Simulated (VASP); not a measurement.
# LiMo (P-6m2) in VASP: settings compared

Aim: see how the results for LiMo move with the level of theory and the settings. Levels: AM05, PW91, r2SCAN, SCAN, TPSS. Tasks: band structure.

All numbers are computed with VASP 6.6.1; they aren't measurements. Logs are shortened: lines on timing, memory, paths and dates and some standing lists are left out, and cuts for length are marked.

## Step 1: The crystal as given

The structure is hexagonal, space group P-6m2 (No. 187). The conventional cell has a = 2.673 Å, b = 2.673 Å, c = 5.005 Å, α = 90.00°, β = 90.00°, γ = 120.00°. Li (site symmetry -6m2) is surrounded by 6 Li at 2.67 Å and 6 Mo at 2.94 Å. Around Mo (site symmetry -6m2) lie 6 Mo at 2.67 Å and 6 Li at 2.94 Å.

The cell was built by a generator and needn't be a form met in nature.

## Step 2: Band structure, AM05

INCAR

```
  ALGO = Normal
  EDIFF = 1E-6
  ENCUT = 520
  GGA = AM
  ISIF = 2
  ISMEAR = -1
  LASPH = True
  LCHARG = False
  LMAXMIX = 4
  LREAL = False
  LWAVE = False
  NELM = 100
  PREC = Accurate
  SIGMA = 0.05
```

KPOINTS

```
k-points
0
Gamma
  11 11 6
```

POSCAR

```
LiMo
1.0
    2.6734600000      0.0000000000      0.0000000000
   -1.3367300000      2.3152800000      0.0000000000
    0.0000000000      0.0000000000      5.0047100000
Li Mo
1 1
Direct
    0.0000000000      0.0000000000      0.0000000000
    0.3333300000      0.6666700000      0.5000000000
```

KPOINTS_OPT

```
path GMKGALHA,LM,KH
10
line-mode
reciprocal
 0.0000000000  0.0000000000  0.0000000000  G
 0.5000000000  0.0000000000  0.0000000000  M

 0.5000000000  0.0000000000  0.0000000000  M
 0.3333333333  0.3333333333  0.0000000000  K

 0.3333333333  0.3333333333  0.0000000000  K
 0.0000000000  0.0000000000  0.0000000000  G

 0.0000000000  0.0000000000  0.0000000000  G
 0.0000000000  0.0000000000  0.5000000000  A

 0.0000000000  0.0000000000  0.5000000000  A
 0.5000000000  0.0000000000  0.5000000000  L

 0.5000000000  0.0000000000  0.5000000000  L
 0.3333333333  0.3333333333  0.5000000000  H

 0.3333333333  0.3333333333  0.5000000000  H
 0.0000000000  0.0000000000  0.5000000000  A

 0.5000000000  0.0000000000  0.5000000000  L
 0.5000000000  0.0000000000  0.0000000000  M

 0.3333333333  0.3333333333  0.0000000000  K
 0.3333333333  0.3333333333  0.5000000000  H
```

Potentials or basis: VASP PAW PBE potentials, release 64 (Li_sv, Mo_sv).

The run is started by

```bash
$ cat potpaw_PBE.64/Li_sv/POTCAR potpaw_PBE.64/Mo_sv/POTCAR > POTCAR
$ mpirun -np 1 vasp_std > vasp.out
```

OUTCAR:

```text
EDIFF = 1E-6
   ENCUT = 520
   GGA = AM
   ISIF = 2
   ISMEAR = -1
   LASPH = True
   LREAL = False
   NELM = 100
   PREC = Accurate

 ion  position               nearest neighbor table
   1  0.000  0.000  0.000-   2 2.94   2 2.94   2 2.94   2 2.94   2 2.94   2 2.94
   2  0.333  0.667  0.500-   1 2.94   1 2.94   1 2.94   1 2.94   1 2.94   1 2.94

  LATTYP: Found a hexagonal cell.
 ALAT       =     2.6734600000
 C/A-ratio  =     1.8719973368

  Lattice vectors:

 A1 = (   2.6734600000,   0.0000000000,   0.0000000000)
 A2 = (  -1.3367300000,   2.3152800000,   0.0000000000)
 A3 = (   0.0000000000,   0.0000000000,   5.0047100000)

Analysis of symmetry for initial positions (statically):
=====================================================================
 Subroutine PRICEL returns:
 Original cell was already a primitive cell.

 Routine SETGRP: Setting up the symmetry group for a
 hexagonal supercell.

 Subroutine GETGRP returns: Found  4 space group operations
 (whereof  4 operations were pure point group operations)
 out of a pool of 24 trial point group operations.

The static configuration has the point symmetry C_2v.

Analysis of symmetry for dynamics (positions and initial velocities):
=====================================================================
 Subroutine PRICEL returns:
 Original cell was already a primitive cell.

 Routine SETGRP: Setting up the symmetry group for a
 hexagonal supercell.

 Subroutine GETGRP returns: Found  4 space group operations
 (whereof  4 operations were pure point group operations)
 out of a pool of 24 trial point group operations.

The dynamic configuration has the point symmetry C_2v.

 Subroutine INISYM returns: Found  4 space group operations
 (whereof  4 operations are pure point group operations),
 and found     1 'primitive' translations

----------------------------------------------------------------------------------------

                                     Primitive cell

  volume of cell :      30.9782

  direct lattice vectors                    reciprocal lattice vectors
     2.673460000  0.000000000  0.000000000     0.374047115  0.215956601  0.000000000
    -1.336730000  2.315280000  0.000000000     0.000000000  0.431913203  0.000000000
     0.000000000  0.000000000  5.004710000     0.000000000  0.000000000  0.199811777

  length of vectors
     2.673460000  2.673456297  5.004710000     0.431912604  0.431913203  0.199811777

  position of ions in fractional coordinates (direct lattice)
     0.000000000  0.000000000  0.000000000
     0.333330000  0.666670000  0.500000000

  ion indices of the primitive-cell ions
   primitive index   ion index
                 1           1
                 2           2

----------------------------------------------------------------------------------------

 KPOINTS: k-points

Automatic generation of k-mesh.
 Grid dimensions read from file:
 generate k-points for:   11   11    6

 Generating k-lattice:

  Cartesian coordinates                     Fractional coordinates (reciprocal lattice)
     0.034004283  0.019632418  0.000000000     0.090909091  0.000000000  0.000000000
     0.000000000  0.039264837  0.000000000     0.000000000  0.090909091  0.000000000
     0.000000000  0.000000000  0.033301963     0.000000000  0.000000000  0.166666667

  Length of vectors
     0.039264782  0.039264837  0.033301963

  Shift w.r.t. Gamma in fractional coordinates (k-lattice)
     0.000000000  0.000000000  0.000000000

 Subroutine IBZKPT returns following result:
 ===========================================

 Found    144 irreducible k-points:

 Following reciprocal coordinates:
            Coordinates               Weight
  0.000000  0.000000  0.000000      1.000000
  0.090909  0.000000  0.000000      4.000000
 -0.090909  0.090909  0.000000      2.000000
  0.181818  0.000000  0.000000      4.000000
 -0.181818  0.181818  0.000000      2.000000
  0.272727 -0.000000  0.000000      4.000000
[... 16 lines left out ...]
  0.454545  0.090909  0.000000      4.000000
  0.454545  0.454545  0.000000      2.000000
 [... further k-points ...]
   k-points           NKPTS =    144   k-points in BZ     NKDIM =    144   number of bands    NBANDS=     12
   number of dos      NEDOS =    301   number of ions     NIONS =      2
   total plane-waves  NPLWV =  16000
   dimension x,y,z NGX =    20 NGY =   20 NGZ =   40
   dimension x,y,z NGXF=    40 NGYF=   40 NGZF=   80
   ions per type =               1   1
   NGX,Y,Z   is equivalent  to a cutoff of  12.44, 12.44, 13.29 a.u.
   NGXF,Y,Z  is equivalent  to a cutoff of  24.87, 24.87, 26.57 a.u.
 SYSTEM =  unknown system
   PREC   = accura    normal or accurate (medium, high low for compatibility)
   ISTART =      0    job   : 0-new  1-cont  2-samecut
   ICHARG =      2    charge: 1-file 2-atom 10-const
   ISPIN  =      1    spin polarized calculation?
   LNONCOLLINEAR =      F non collinear calculations
   LSORBIT =      F    spin-orbit coupling
   LASPH  =      T    aspherical Exc in radial PAW
   ENCUT  =  520.0 eV  38.22 Ry    6.18 a.u.   4.97  4.97  9.31*2*pi/ulx,y,z
   NELM   =    100;   NELMIN=  2; NELMDL= -5     # of ELM steps
   EDIFF  = 0.1E-05   stopping-criterion for ELM
   LREAL  =      F    real-space projection
   EDIFFG = 0.1E-04   stopping-criterion for IOM
   NSW    =      0    number of steps for IOM
   IBRION =     -1    ionic relax: 0-MD 1-quasi-New 2-CG
   NFREE  =      0    steps in history (QN), initial steepest desc. (CG)
   ISIF   =      2    stress and relaxation
   ISYM   =      2    0-nonsym 1-usesym 2-fastsym
   POTIM  = 0.5000    time-step for ionic-motion
   TEBEG  =    0.0;   TEEND  =   0.0 temperature during run
   PSTRESS=    0.0 pullay stress
   NELECT =      17.0000    total number of electrons
   NUPDOWN=      -1.0000    fix difference up-down
   EMIN   =  10.00;   EMAX   =-10.00  energy-range for DOS
   EFERMI =   0.00;   METHOD = LEGACY
   ISMEAR =    -1;   SIGMA  =   0.05  broadening in eV -4-tet -1-fermi 0-gaus
   EFERMI_NEDOS =   21; number of points for ismear=-14 and -15
   IALGO  =     38    algorithm
   IMIX   =      4    mixing-type and parameters
     AMIX     =   0.40;   BMIX     =  1.00
     AMIX_MAG =   1.60;   BMIX_MAG =  1.00
  volume/ion in A,a.u.               =      15.49       104.53
  Fermi-wavevector in a.u.,A,eV,Ry     =   1.340312  2.532822 24.441983  1.796435
  Thomas-Fermi vector in A             =   2.468634
   LORBIT       =      0    0 simple, 1 ext, 2 COOP (PROOUT), +10 PAW based schemes
   GGA     = AM    functional components
   LHFCALC =     F    Hartree Fock is set to
   AEXX    =    0.0000 exact exchange contribution
   IVDW    =     0    specifies the selected vdW correction
   LEPSILON=     F    determine dielectric tensor
   LRPA    =     F    only Hartree local field effects (RPA)
 non-spin polarized calculation
  energy-cutoff  :      520.00
  volume of cell :       30.98
 maximum number of plane-waves:       854
   NGX =  9   NGY =  9   NGZ = 19

 number of electron      17.0000012 magnetization

 Free energy of the ion-electron system (eV)
  ---------------------------------------------------
  ext. energy  EPLUGINS =         0.00000000
  ---------------------------------------------------
  free energy    TOTEN  =       -12.37629367 eV

  energy without entropy =      -12.35649799  energy(sigma->0) =      -12.36639583

 E-fermi :   6.4486     XC(G=0): -10.7426

 val. band max:        6.4428136124   @ k =   0.2727   0.2727   0.1667
 cond. band min:       6.4550756868   @ k =  -0.3636   0.2727   0.0000
 fundamental gap:      0.0122620744
 Fermi energy:         6.4485965646

 k-point     1 :       0.0000    0.0000    0.0000
  band No.  band energies     occupation
      1     -54.1980      2.00000
      2     -37.8882      2.00000
      3     -28.3806      2.00000
      4     -27.3777      2.00000
      5     -27.3776      2.00000
      6       0.9931      2.00000
      7       3.2879      2.00000
      8       6.1771      1.99126
      9       6.1772      1.99126
     10       6.2011      1.98593
     11       9.4298      0.00000
     12       9.4299      0.00000

 k-point     2 :       0.0909    0.0000    0.0000
  band No.  band energies     occupation
      1     -54.1760      2.00000
      2     -37.8835      2.00000
      3     -28.3601      2.00000
      4     -27.5155      2.00000
      5     -27.4085      2.00000
      6       1.3262      2.00000
      7       3.4832      2.00000
      8       5.8822      1.99998
      9       5.9242      1.99994
     10       6.4954      0.56304
     11       9.3270      0.00000
     12       9.6389      0.00000

 k-point     3 :      -0.0909    0.0909    0.0000
  band No.  band energies     occupation
      1     -54.1760      2.00000
      2     -37.8835      2.00000
      3     -28.3601      2.00000
      4     -27.5156      2.00000
      5     -27.4085      2.00000
      6       1.3262      2.00000
      7       3.4832      2.00000
      8       5.8822      1.99998
      9       5.9242      1.99994
     10       6.4954      0.56306
     11       9.3270      0.00000
     12       9.6389      0.00000

 k-point     4 :       0.1818    0.0000    0.0000
  band No.  band energies     occupation
      1     -54.1163      2.00000
      2     -37.8711      2.00000
      3     -28.3050      2.00000
      4     -27.8768      2.00000
      5     -27.4905      2.00000
      6       2.1375      2.00000
      7       3.9374      2.00000
      8       5.2593      2.00000
      9       5.4687      2.00000
     10       7.4123      0.00000
     11       9.0621      0.00000
     12      10.2175      0.00000

 k-point     5 :      -0.1818    0.1818    0.0000
  band No.  band energies     occupation
      1     -54.1163      2.00000
      2     -37.8711      2.00000
      3     -28.3050      2.00000
      4     -27.8768      2.00000
      5     -27.4905      2.00000
      6       2.1375      2.00000
      7       3.9374      2.00000
      8       5.2593      2.00000
      9       5.4687      2.00000
     10       7.4123      0.00000
     11       9.0621      0.00000
     12      10.2175      0.00000
[... 228 lines left out ...]
      1     -53.9294      2.00000
      2     -37.8333      2.00000
      3     -28.8505      2.00000
      4     -28.1332      2.00000
      5     -27.8083      2.00000
      6       2.7221      2.00000
      7       3.7666      2.00000
      8       5.3651      2.00000
      9       7.8217      0.00000
     10       7.8807      0.00000
     11      11.0081      0.00000
     12      12.7956      0.00000

 k-point    22 :      -0.4545    0.3636    0.0000
  band No.  band energies     occupation
      1     -53.9294      2.00000
      2     -37.8333      2.00000
      3     -28.8505      2.00000
      4     -28.1332      2.00000
      5     -27.8083      2.00000
      6       2.7221      2.00000
      7       3.7666      2.00000
      8       5.3651      2.00000
      9       7.8217      0.00000
     10       7.8807      0.00000
     11      11.0081      0.00000
     12      12.7956      0.00000

 k-point    23 :       0.4545    0.0909    0.0000
  band No.  band energies     occupation
      1     -53.9071      2.00000
      2     -37.8287      2.00000
      3     -28.9611      2.00000
      4     -28.1128      2.00000
      5     -27.8429      2.00000
      6       2.5621      2.00000
      7       3.6155      2.00000
      8       5.8476      1.99999
      9       7.7603      0.00000
     10       8.3182      0.00000
     11      11.1375      0.00000
     12      12.8490      0.00000

 k-point    24 :       0.4545    0.4545    0.0000
  band No.  band energies     occupation
      1     -53.9071      2.00000
      2     -37.8287      2.00000
      3     -28.9611      2.00000
      4     -28.1128      2.00000
      5     -27.8429      2.00000
      6       2.5621      2.00000
      7       3.6154      2.00000
      8       5.8476      1.99999
      9       7.7603      0.00000
     10       8.3182      0.00000
     11      11.1376      0.00000
     12      12.8489      0.00000

 [... further k-points ...]

------------------------ aborting loop because EDIFF is reached ----------------------------------------

  FORCE on cell =-STRESS in cart. coord.  units (eV):
  Direction    XX          YY          ZZ          XY          YZ          ZX
  --------------------------------------------------------------------------------------
  -------------------------------------------------------------------------------------
  Total       -0.6365369     -0.6365680     -0.2182638     -0.0000289      0.0000000      0.0000000
  in kB      -32.9213814    -32.9229883    -11.2884982     -0.0014969      0.0000000      0.0000000
  external PRESSURE =     -25.7109559 kB  Pullay stress =       0.0000000 kB

 VOLUME and BASIS-vectors are now :
 -----------------------------------------------------------------------------
  energy-cutoff  :      520.00
  volume of cell :       30.98
      direct lattice vectors                 reciprocal lattice vectors
     2.673460000  0.000000000  0.000000000     0.374047115  0.215956601  0.000000000
    -1.336730000  2.315280000  0.000000000     0.000000000  0.431913203  0.000000000
     0.000000000  0.000000000  5.004710000     0.000000000  0.000000000  0.199811777

 POSITION                                       TOTAL-FORCE (eV/Angst)
 -----------------------------------------------------------------------------------
      0.00000      0.00000      0.00000        -0.000006      0.000003      0.000000
     -0.00001      1.54353      2.50236         0.000006     -0.000003      0.000000
 -----------------------------------------------------------------------------------
    total drift:                               -0.000003     -0.000001      0.000000

  FREE ENERGIE OF THE ION-ELECTRON SYSTEM (eV)
  ---------------------------------------------------
  free  energy   TOTEN  =       -12.3762936732 eV

  energy  without entropy=      -12.3564979939  energy(sigma->0) =      -12.36639583
```

It took 24 s on 1 thread of Intel Xeon 6975P-C (Granite Rapids), shared host; peak memory 0.22 GiB.

Results:

* Free energy: -12.3763 eV
* Band gap along the path: none (metal or under the smearing width)

Levels at the corners of the path, in eV from the Fermi level:
| point | band 7 | band 8 | band 9 | band 10 | band 11 | band 12 |
| --- | --- | --- | --- | --- | --- | --- |
| Γ | -3.16 | -0.27 | -0.27 | -0.25 | 2.98 | 2.98 |
| M | -2.95 | -0.70 | 1.83 | 2.24 | 5.31 | 5.76 |
| M | -2.95 | -0.70 | 1.83 | 2.24 | 5.31 | 5.76 |
| K | -1.31 | -0.95 | -0.87 | 0.10 | 4.18 | 5.99 |
| K | -1.31 | -0.95 | -0.87 | 0.10 | 4.18 | 5.99 |
| Γ | -3.16 | -0.27 | -0.27 | -0.25 | 2.98 | 2.98 |
| Γ | -3.16 | -0.27 | -0.27 | -0.25 | 2.98 | 2.98 |
| A | -2.34 | -2.20 | -0.27 | -0.27 | 2.96 | 2.96 |
| A | -2.34 | -2.20 | -0.27 | -0.27 | 2.96 | 2.96 |
| L | -3.08 | 0.77 | 1.68 | 1.77 | 3.04 | 5.31 |
| L | -3.08 | 0.77 | 1.68 | 1.77 | 3.04 | 5.31 |
| H | -1.42 | -0.93 | -0.79 | 1.15 | 3.60 | 5.60 |
| H | -1.42 | -0.93 | -0.79 | 1.15 | 3.60 | 5.60 |
| A | -2.34 | -2.20 | -0.27 | -0.27 | 2.96 | 2.96 |
| L | -3.08 | 0.77 | 1.68 | 1.77 | 3.04 | 5.31 |
| M | -2.95 | -0.70 | 1.83 | 2.24 | 5.31 | 5.76 |
| K | -1.31 | -0.95 | -0.87 | 0.10 | 4.18 | 5.99 |
| H | -1.42 | -0.93 | -0.79 | 1.15 | 3.60 | 5.60 |

Caveat: the cutoff is under 1.25 times the usual one of these potentials, so pressure, stress and relaxed cells hold a basis-set (Pulay) error; the PAW data sets were made with another functional, which shifts forces and pressure a little.

(Part 1 of 3 ends here.)
